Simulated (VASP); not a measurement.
Consider the following.

```
CELL_PARAMETERS angstrom
      0.00000     2.01500     2.01500
      2.01500     0.00000     2.01500
      2.01500     2.01500     0.00000
ATOMIC_POSITIONS crystal
  Li 0.00000 0.00000 0.00000
  F  0.50000 0.50000 0.50000
```

The numbers are results of PBE GGA, VASP's PBE PAW potentials (set 64) (plane waves; VASP 6.6.1), not measurements. Settings: 400 eV cut-off, 7×7×7 Γ-centred mesh, Fermi-Dirac smearing of 0.020 eV, potentials Li_sv F.

At this cut-off the stress carries a Pulay error, which pulls relaxed volumes low.

Q: Give the stress tensor in GPa (positive for a compressed cell).

A: 
```
-10.84    0.00    0.00
  0.00  -10.84    0.00
  0.00    0.00  -10.84
```
The pressure is its mean diagonal, -10.84 GPa.

The structure is a typed LiF crystal (Fm-3m). The cell was not relaxed at this level.
